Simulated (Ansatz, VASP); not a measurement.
## ScB in two plane-wave programs

Wanted: the spread between two codes on one cell, functional and k mesh. The cell is generated by rule, not measured, and may not be a known phase. The cell is taken from a series of runs on this material, whose earlier steps may have relaxed, scaled, displaced or heated it; both programs get it as it stands.

Calculated with Ansatz 0.2.0; plane waves, with VASP 6.6.1 beside it; relaxation of cell and atoms at LDA and zone-centre phonons at LDA.

The structure was built from a prototype and need not be the compound's stable phase.

## Step 1: The structure

The structure is cubic, space group Pm-3m (No. 221). Conventional cell: a = 2.903 Å, b = 2.903 Å, c = 2.903 Å, α = 90.00°, β = 90.00°, γ = 90.00°. Nearest to Sc lie 8 B at 2.51 Å. B has 8 Sc at 2.51 Å nearest. Farther neighbours are not listed.

## Step 2: VASP: relaxation of cell and atoms, LDA, pair 1

The relaxed volume is the usual yardstick between codes: in a stiff, nearly cubic crystal its relative difference is about their pressure difference at one cell divided by the bulk modulus.

Lines of VASP's logs that name or quote its potential files are left out, and so is its time.

Contents of INCAR:

```
SYSTEM = ScB
PREC = Accurate
ENCUT = 500
EDIFF = 1E-07
NELM = 120
ISMEAR = 1
SIGMA = 0.15
LREAL = .FALSE.
ALGO = Normal
GGA = CA
NBANDS = 13
LASPH = .TRUE.
LORBIT = 11
LWAVE = .FALSE.
LCHARG = .FALSE.
ISIF = 3
IBRION = 2
NSW = 80
EDIFFG = -0.005
GGA_COMPAT = .FALSE.
NELMIN = 4
KPAR = 2
```

Contents of POSCAR:

```
ScB
1.0
    2.9030580000      0.0000000000      0.0000000000
    0.0000000000      2.9030580000      0.0000000000
    0.0000000000      0.0000000000      2.9030580000
Sc B
1 1
Direct
    0.5000000000      0.5000000000      0.5000000000
    0.0000000000      0.0000000000      0.0000000000
```

Contents of KPOINTS:

```
Automatic mesh
0
Gamma
12 12 12
0 0 0
```

PAW data sets: Sc_sv and B (LDA family, release 64).

Started as:

```console
$ mpirun -np 2 vasp_std
```

Numbers of over 12 decimals in the logs are rounded to 6 here.

The log of the run:

```text
[banner, memory and clock lines left out]
running    2 mpi-ranks, on    1 nodes
 distrk:  each k-point on    1 cores,    2 groups
 distr:  one band on    1 cores,    1 groups

 POSCAR found type information on POSCAR ScB
 POSCAR found :  2 types and       2 ions
 LDA part: xc-table for (Slater(with rela. corr.)+CA(PZ))
 , standard interpolation
 POSCAR, INCAR and KPOINTS ok, starting setup
 FFT: planning ... GRIDC
 FFT: planning ... GRID_SOFT
 FFT: planning ... GRID
 WAVECAR not read
 entering main loop
       N       E                     dE             d eps       ncg     rms          rms(c)
DAV:   1     0.120620133382E+03    0.12062E+03   -0.74555E+03  2208   0.120E+03
DAV:   2    -0.122424775919E+02   -0.13286E+03   -0.12909E+03  2258   0.366E+02
DAV:   3    -0.161853646633E+02   -0.39429E+01   -0.38263E+01  3501   0.780E+01
DAV:   4    -0.162298312254E+02   -0.44467E-01   -0.44315E-01  2690   0.599E+00
DAV:   5    -0.162302307996E+02   -0.39957E-03   -0.39956E-03  2983   0.480E-01    0.110E+01
DAV:   6    -0.142974981796E+02    0.19327E+01   -0.35591E+00  3135   0.300E+01    0.345E+00
DAV:   7    -0.142763832169E+02    0.21115E-01   -0.13021E-01  2914   0.332E+00    0.241E+00
DAV:   8    -0.142587203107E+02    0.17663E-01   -0.33681E-02  3222   0.144E+00    0.653E-01
DAV:   9    -0.142569017876E+02    0.18185E-02   -0.20692E-03  2836   0.322E-01    0.751E-02
DAV:  10    -0.142568939601E+02    0.78275E-05   -0.10591E-04  3391   0.145E-01    0.253E-02
DAV:  11    -0.142568910454E+02    0.29147E-05   -0.98621E-06  3214   0.579E-02    0.875E-03
DAV:  12    -0.142568905440E+02    0.50138E-06   -0.11028E-06  3421   0.815E-03    0.300E-03
DAV:  13    -0.142568905119E+02    0.32122E-07   -0.64818E-08  1112   0.409E-03
   1 F= -.14256891E+02 E0= -.14256964E+02  d E =-.142569E+02
 curvature:   0.00 expect dE= 0.000E+00 dE for cont linesearch  0.000E+00
 trial: gam= 0.00000 g(F)=  0.000E+00 g(S)=  0.507E-03 ort = 0.000E+00 (trialstep = 0.100E+01)
 search vector abs. value=  0.507E-03
 bond charge predicted
       N       E                     dE             d eps       ncg     rms          rms(c)
DAV:   1    -0.142609453150E+02   -0.40548E-02   -0.10759E-01  2184   0.539E+00    0.535E-01
DAV:   2    -0.142574544558E+02    0.34909E-02   -0.86052E-03  2973   0.182E+00    0.119E-01
DAV:   3    -0.142571067295E+02    0.34773E-03   -0.44974E-04  2683   0.171E-01    0.623E-02
DAV:   4    -0.142570166860E+02    0.90043E-04   -0.30036E-04  3283   0.215E-01    0.339E-02
DAV:   5    -0.142570167270E+02   -0.40942E-07   -0.69881E-06  3008   0.270E-02    0.686E-03
DAV:   6    -0.142570156082E+02    0.11188E-05   -0.26713E-06  3366   0.114E-02    0.367E-04
DAV:   7    -0.142570156112E+02   -0.30061E-08   -0.32572E-08  1147   0.146E-03
   2 F= -.14257016E+02 E0= -.14257064E+02  d E =-.125099E-03
 trial-energy change:   -0.000125  1 .order   -0.000123   -0.000507    0.000262
 step:   0.6637(harm=  0.6598)  dis= 0.00000  next Energy=   -14.257060 (dE=-0.169E-03)
 bond charge predicted
       N       E                     dE             d eps       ncg     rms          rms(c)
DAV:   1    -0.142575026376E+02   -0.48703E-03   -0.12116E-02  2184   0.181E+00    0.179E-01
DAV:   2    -0.142571090192E+02    0.39362E-03   -0.95278E-04  2941   0.603E-01    0.403E-02
DAV:   3    -0.142570700338E+02    0.38985E-04   -0.49933E-05  2666   0.578E-02    0.208E-02
DAV:   4    -0.142570599637E+02    0.10070E-04   -0.33134E-05  3288   0.708E-02    0.113E-02
DAV:   5    -0.142570599552E+02    0.85372E-08   -0.72166E-07  2963   0.877E-03
   3 F= -.14257060E+02 E0= -.14257117E+02  d E =-.169443E-03
 curvature:  -0.33 expect dE=-0.286E-07 dE for cont linesearch -0.286E-07
 trial: gam= 0.00000 g(F)=  0.578E-65 g(S)=  0.868E-07 ort =-0.664E-05 (trialstep = 0.933E+00)
 search vector abs. value=  0.869E-07
 reached required accuracy - stopping structural energy minimisation
```

Parts of OUTCAR (step 2):

```text
ion  position               nearest neighbor table
   1  0.500  0.500  0.500-   2 2.51   2 2.51   2 2.51   2 2.51   2 2.51   2 2.51   2 2.51   2 2.51

  LATTYP: Found a simple cubic cell.
 ALAT       =     2.9030580000

 Subroutine GETGRP returns: Found 48 space group operations
 (whereof 48 operations were pure point group operations)

The static configuration has the point symmetry O_h .

 Found     84 irreducible k-points:

   k-points           NKPTS =     84   k-points in BZ     NKDIM =     84   number of bands    NBANDS=     13

   dimension x,y,z NGX =    24 NGY =   24 NGZ =   24
   dimension x,y,z NGXF=    48 NGYF=   48 NGZF=   48

   ENCUT  =  500.0 eV  36.75 Ry    6.06 a.u.   5.29  5.29  5.29*2*pi/ulx,y,z

   NELECT =      14.0000    total number of electrons

 k-points in reciprocal lattice and weights: Automatic mesh
   0.00000000  0.00000000  0.00000000       0.001
   0.08333333  0.00000000  0.00000000       0.003
   0.16666667  0.00000000  0.00000000       0.003
   0.25000000  0.00000000  0.00000000       0.003
   0.33333333  0.00000000  0.00000000       0.003
   0.41666667  0.00000000  0.00000000       0.003
   0.50000000  0.00000000  0.00000000       0.002
   0.08333333  0.08333333  0.00000000       0.007
   0.16666667  0.08333333  0.00000000       0.014
[...]
0.50000000  0.50000000  0.41666667       0.003
   0.50000000  0.50000000  0.50000000       0.001

 average (electrostatic) potential at core
       1 -43.9147       2 -31.9733

 E-fermi :   6.0652

 k-point     1 :       0.0000    0.0000    0.0000
  band No.  band energies     occupation
    ...
      3     -20.8881      2.00000
      4     -20.8881      2.00000
      5      -3.7163      2.00000
      6       5.4647      2.00000
      7       5.4647      2.00000
      8       8.9732     -0.00000
      9       8.9732     -0.00000
     10       8.9732     -0.00000
     11      10.4006      0.00000
     12      10.4006      0.00000
    ...

 k-point     2 :       0.0833    0.0000    0.0000
  band No.  band energies     occupation
    ...
      3     -20.8833      2.00000
      4     -20.8833      2.00000
      5      -3.5851      2.00000
      6       5.3353      2.00000
      7       5.5206      2.00000
      8       8.5919     -0.00000
      9       8.5919     -0.00000
     10       8.9399     -0.00000
     11      10.4173      0.00000
     12      10.8197      0.00000
    ...

 k-point     3 :       0.1667    0.0000    0.0000
  band No.  band energies     occupation
    ...
      3     -20.8701      2.00000
      4     -20.8701      2.00000
      5      -3.2039      2.00000
      6       4.8401      2.00000
      7       5.6788      2.00164
      8       7.9411     -0.00000
      9       7.9411     -0.00000
     10       9.0717      0.00000
     11      10.4631      0.00000
     12      11.5910      0.00000
    ...

  Total       -0.0010951     -0.0010951     -0.0010951     -0.0000000      0.0000000      0.0000000
  in kB       -0.0714243     -0.0714243     -0.0714243     -0.0000000      0.0000000      0.0000000
  external PRESSURE =      -0.0714243 kB  Pullay stress =       0.0000000 kB

  energy-cutoff  :      500.00
  volume of cell :       24.56
      direct lattice vectors                 reciprocal lattice vectors
     2.906949361 -0.000000000  0.000000000     0.344003240 -0.000000000  0.000000000
     0.000000000  2.906949361  0.000000000     0.000000000  0.344003240  0.000000000
    -0.000000000 -0.000000000  2.906949361    -0.000000000 -0.000000000  0.344003240

 POSITION                                       TOTAL-FORCE (eV/Angst)
 -----------------------------------------------------------------------------------
      1.45347      1.45347      1.45347        -0.000000     -0.000000      0.000000
      0.00000      0.00000      0.00000         0.000000      0.000000      0.000000
 -----------------------------------------------------------------------------------
    total drift:                                0.000000     -0.000000     -0.000000

  FREE ENERGIE OF THE ION-ELECTRON SYSTEM (eV)
  ---------------------------------------------------
  free  energy   TOTEN  =       -14.2570599552 eV

  energy  without entropy=      -14.2572324613  energy(sigma->0) =      -14.25711746

 reached required accuracy - stopping structural energy minimisation

 total charge
# of ion       s       p       d       tot
------------------------------------------
    1        2.235   6.224   1.305   9.765
    2        0.722   0.951   0.000   1.674
--------------------------------------------------
tot          2.957   7.176   1.305  11.438

[... 3 further parts left out ...]
```

CONTCAR:

```
ScB
   1.00000000000000
     2.9069493607140480   -0.0000000000000000    0.0000000000000000
     0.0000000000000000    2.9069493607140480    0.0000000000000000
    -0.0000000000000000   -0.0000000000000000    2.9069493607140480
  Sc              B
     1     1
Direct
     0.5000000000000000    0.5000000000000000    0.5000000000000000
     0.0000000000000000    0.0000000000000000    0.0000000000000000
```

## Step 3: Ansatz: relaxation of cell and atoms, LDA, pair 1

Ansatz runs on its default PAW (the set named soft_2) files.

The same cell, functional (in two slightly different forms), mesh and smearing now go to Ansatz, which takes its cutoff from its data sets.

Contents of input.yaml:

```yaml
crystal:
  lattice:
    - [2.903057604, 0.0, 0.0]
    - [0.0, 2.903057604, 0.0]
    - [0.0, 0.0, 2.903057604]
  atoms:
    - { symbol: Sc, position: [0.5, 0.5, 0.5] }
    - { symbol: B, position: [0.0, 0.0, 0.0] }
kpoints:
  mp_grid: { grid: [12, 12, 12] }
hamiltonian:
  xc: lda
scf:
  occupations: { method: methfessel_paxton, width: 0.15 }
output:
  forces: true
  stress: true
  eigenvalues: true
  write_density: true
  write_potential: true
  elf: true
  volumetric_format: npy
relax:
  adjacent_minimum: "off"
  f_tol: 0.001
  max_steps: 60
  cell: { stress_tol: 0.01 }
```

Started as:

```console
$ ansatz run input.yaml --threads 8 --pin off --max-ram 14336MiB --backend cpu --events-out ev --progress --plain --runs-dir out
```

The log of the run:

```text
Engine: ansatz 0.2.0, x86_64-unknown-linux-gnu
Pseudopotentials: kind: paw
Pseudopotential: Sc, paw, valence charge 11, recommended cutoff 420 eV (normal), Sc.paw.azcp
Pseudopotential: B, paw, valence charge 3, recommended cutoff 420 eV (normal), B.paw.azcp
Functional definition: SPW92
  exchange = slater_x
  correlation = pw_c
Crystal: 2 atoms, lattice volume = 24.466 Å³
Basis set: ecut = 420 eV, 461 PW (Γ)
Bands: 11, of which v1, the nominal top of the filled ones, is band 7 counted from 1 (6 counted from 0)
Symmetry: 48 space group operations
Space group: Pm-3m (ITA 221), of the structure as read, at distance tolerance 2.9e-5 Å
k-points: 84 of 1728
Non-local potential: Sc, projectors of the file, l = 0: 3, l = 1: 2, l = 2: 3, l = 3: 1
Non-local potential: B, projectors of the file, l = 0: 2, l = 1: 2, l = 2: 1
PAW form: soft (Blöchl's): semilocal exchange-correlation on the pseudo side does not see the compensation charge
PAW frozen core: Sc, regenerated for the run's functional, and the local potential with it (the file was generated under x = pbe(κ = 0.804, μ = 0.219515), c = pbe(β = 0.066725))
PAW frozen core: B, regenerated for the run's functional, and the local potential with it (the file was generated under x = pbe(κ = 0.804, μ = 0.219515), c = pbe(β = 0.066725))
PAW one-centre angular grid: Sc, 590 points (default); XC on 64 Gauss nodes
PAW one-centre angular grid: B, 110 points (default); XC on 64 Gauss nodes
Initial density: superposition of atomic densities (neutral atoms: chi_scale 0, normalization atom), corrected by the library's trained network
Initial wavefunctions: pseudopotential atomic-orbital guess
Functional: x = slater, c = lda
SCF iter   1: F=—  HF=-2238.890431 eV  |F-HF|=—  |Δ(HF+E_count)|=         —  Δρ=1.38e-2  dr2=8.27e-2  ethr=1.77e-3  ⟨swp⟩=3.9  Hψ=4573  notcnv=0
preconditioner: auto → none  [metal: Δε(μ)=0.045 eV  Ē_g=6.350 eV  σ=0.150 eV  W_gap=0.25  n_scr=6 (ndim 8)  ℏωp=18.4 eV  f_vac=0.000  D(μ)=0.41/eV (n_scr^D=0)  sad-step TF]
SCF iter   2: F=—  HF=-2238.879662 eV  |F-HF|=—  |Δ(HF+E_count)|=   1.08e-2  S|Δr|=    0.00e0  Δρ=9.17e-3  dr2=3.73e-2  ethr=5.91e-4  ⟨swp⟩=1.0  Hψ=1598  notcnv=0
SCF iter   3: F=—  HF=-2238.870629 eV  |F-HF|=—  |Δ(HF+E_count)|=   9.03e-3  S|Δr|=    0.00e0  Δρ=6.24e-4  dr2=3.47e-5  ethr=2.67e-4  ⟨swp⟩=2.0  Hψ=1209  notcnv=0
SCF iter   4: F=—  HF=-2238.870616 eV  |F-HF|=—  |Δ(HF+E_count)|=   1.34e-5  S|Δr|=    0.00e0  Δρ=1.20e-4  dr2=2.34e-6  ethr=2.48e-7  ⟨swp⟩=2.5  Hψ=1486  notcnv=0
SCF iter   5: F=—  HF=-2238.870615 eV  |F-HF|=—  |Δ(HF+E_count)|=   9.16e-7  S|Δr|=    0.00e0  Δρ=2.05e-5  dr2=1.39e-7  ethr=1.67e-8  ⟨swp⟩=2.0  Hψ=1488  notcnv=0
SCF iter   6: F=-2238.870615 eV  HF=-2238.870615 eV  |F-HF|=1.36e-10  |Δ(HF+E_count)|=   2.84e-8  S|Δr|=    0.00e0  Δρ=2.13e-6  dr2=2.63e-10  ethr=7.14e-10  ⟨swp⟩=6.5  Hψ=4069  notcnv=0
SCF 1 converged in 6 iterations: F = -2238.870615 eV  dr2 = 2.63e-10
  greatest PAW one-centre occupation: 0.998 electrons in one spin orbital (limit 2), on the Sc atom at site 0 (counted from 0), in its partial waves of l = 0
relax step   1: F+E_penalty+E_count = -2238.87061480 eV  Δ(F+E_penalty+E_count) = +0.000e0 eV  max|allowed force component| = 1.208e-29 eV/Å  Δτ_max = 0.0000 Å  P = +0.009 GPa  Ω = 24.466 Å³  (6 SCF iters, dr2 threshold 1.00e-7 eV, accepted)
Initial density: handed on by an earlier stage of this run
Initial wavefunctions: pseudopotential atomic-orbital guess (no wavefunctions were taken with the density)
iter 1 solved again at ethr=1.37e-8 eV; its pass at ethr=3.10e-3 eV (dr2=1.92e-6 eV) is discarded
SCF iter   1: F=—  HF=-2238.870615 eV  |F-HF|=—  |Δ(HF+E_count)|=         —  Δρ=2.20e-6  dr2=2.56e-10  ethr=1.37e-8  ⟨swp⟩=3.0  Hψ=7026  notcnv=0
preconditioner: auto → none  [insulator: Δε(μ)=0.140 eV  Ē_g=6.470 eV  σ=0.150 eV  W_gap=0.69  n_scr=6 (ndim 8)  ℏωp=18.4 eV  f_vac=0.000  D(μ)=0.46/eV (n_scr^D=0)  ε∞_Penn≈9.1]
SCF iter   2: F=—  HF=-2238.870615 eV  |F-HF|=—  |Δ(HF+E_count)|=  9.29e-10  S|Δr|=    0.00e0  Δρ=1.05e-6  dr2=6.99e-11  ethr=1.83e-12  ⟨swp⟩=2.2  Hψ=1416  notcnv=0
SCF iter   3: F=—  HF=-2238.870615 eV  |F-HF|=—  |Δ(HF+E_count)|=  4.14e-11  S|Δr|=    0.00e0  Δρ=2.54e-7  dr2=7.42e-12  ethr=4.99e-13 (applied; sched 1.00e-12)  ⟨swp⟩=2.9  Hψ=1527  notcnv=0
SCF iter   4: F=-2238.870615 eV  HF=-2238.870615 eV  |F-HF|=0.00e0  |Δ(HF+E_count)|=  3.18e-12  S|Δr|=    0.00e0  Δρ=7.97e-8  dr2=5.48e-13  ethr=1.00e-12  ⟨swp⟩=2.9  Hψ=3584  notcnv=0
SCF 2 converged in 4 iterations: F = -2238.870615 eV  dr2 = 5.48e-13
relax step   2: F+E_penalty+E_count = -2238.87061480 eV  Δ(F+E_penalty+E_count) = -1.455e-11 eV  max|allowed force component| = 1.019e-30 eV/Å  Δτ_max = 0.0000 Å  P = +0.009 GPa  Ω = 24.466 Å³  stress off target by 8.66e-3 GPa  SCF on the basis re-selected at this cell (its energy is not comparable with the rows above)  (4 SCF iters)
basis re-selected at this cell: Δ(F+E_penalty+E_count) = -1.455e-11 eV, ΔP = +0.000 GPa vs the last step (what re-selecting the basis moved, of the pressure what is left beyond the Pulay correction that the steps carried, after the strain that the cell walked since its last selection, with what the two solves' SCF thresholds leave and, on support functions, any second-order correction that the steps lacked; it is no  [...]
SCF converged after 4 iterations
Stability not checked: this state was not tested for a lower state beside it, because cold or Methfessel-Paxton smearing, or corrected tetrahedra, fill the levels in a way that the test cannot read (fill_not_monotonic; see scf.lower_state_search)
Free energy (F): -2238.870615 eV
Harris-Foulkes:  -2238.870615 eV  (|F-HF|=0.00e0)
Internal energy: -2238.870781 eV  (E = F + TS)
E sigma→0 (E₀):  -2238.870656 eV
Entropy (-TS):   0.000166 eV (0.083 meV/atom)
Fermi energy:    12.498582 eV
--- Per-component energies (eV) ---
  E_band       = -107.493683
  E_kinetic    = 309.952586
  E_local      = -739.132536  (includes V_loc(G=0)·N_el)
  E_nonlocal   = 99.407276
  E_hartree    = 255.417040
  E_xc         = -136.133189
  E_vxc        = -167.998252  (∫ρ·V_xc dr)
  E_paw        = -982.692280  (= ΣΔE_a)
  E_vpaw       = -120.556823  (= ΣTr[D̂ρ^β])
  E_aug_tail   = 0.000004  (compensation charges beyond the density's cutoff)
  E_ewald      = -1046.040439
  E_core_change = 0.350757  (= ΣΔE_core)
  E_smearing   = 0.000166  (= −TS)
  E_closure    = -0.000000  (closes the sum)
  Σ components = -2238.870615   (vs F -2238.870615, Δ=0.00e0)
--- Forces (eV/Å), atoms counted from 1 ---
  atom   1  Sc    -0.00000000     0.00000000     0.00000000
  atom   2  B     -0.00000000     0.00000000    -0.00000000
  max |Σ_I F_I| component: 2.17e-30 eV/Å
--- Stress (GPa, compression-positive) ---
        0.008660       0.000000       0.000000
       -0.000000       0.008660       0.000000
        0.000000       0.000000       0.008660
  P = ⅓ Tr σ = 0.0087 GPa (0.087 kbar)
--- Band table (eV; the first three rows and the last of 84) ---
  k-point 0: bands = [... 3 lower, -14.4816, 2.7120, 11.8995, 11.8995, 15.4041, 15.4041, 15.4041, 16.8553]
  k-point 1: bands = [... 3 lower, -14.4767, 2.8428, 11.7696, 11.9555, 15.0260, 15.0260, 15.3714, 16.8720]
  k-point 2: bands = [... 3 lower, -14.4634, 3.2230, 11.2726, 12.1140, 14.3770, 14.3770, 15.5055, 16.9180]
  k-point 83: bands = [... 3 lower, -14.9668, 8.5687, 8.5687, 8.5687, 10.3918, 18.2716, 18.2716, 20.1139]
--- Relaxed structure (1 steps of the walk, 1 accepted, 1 SCFs on fresh bases) ---
  F+E_penalty+E_count = -2238.87061480 eV   max|allowed force component| = 1.019e-30 eV/Å   (the final SCF, on the basis selected at the relaxed cell)
  cell:  # Å, volume = 24.4662 Å³
    - [2.903057604, 0.0, 0.0]
    - [0.0, 2.903057604, 0.0]
    - [0.0, 0.0, 2.903057604]
  atoms:
    - { symbol: Sc, position: [0.5, 0.5, 0.5] }
    - { symbol: B, position: [0.0, 0.0, 0.0] }
```

## Step 4: Differences

Known differences besides the potentials themselves: the two LDA forms differ slightly; the cutoff is 420 eV in Ansatz and 500 eV in VASP; VASP's log shows a relativistic correction to its local exchange, Ansatz's none; Ansatz adds a Pulay correction to the stress that steers its cell, VASP none. Total energies have different zeros and are not compared.

Compared:

```
                                         quantity  Ansatz   VASP  difference
                                      volume (Å³)   24.47  24.56     -0.40 %
edge a after relaxation, in the typed setting (Å)   2.903  2.907     -0.13 %
```

[end of part 1 of 2]

[Lines on the potential files, build, host, timing and source positions are cut from VASP's logs without a mark.]

[Logs are printed without paths, hosts, clocks, repeated set-up lines and the standing remarks that a program may print on its own settings, such as how far it seeks lower states.]

[Hosts, paths, dates, database ids (printed as entryN), source tags and the programs' standing remarks are cut or masked in the printed files.]
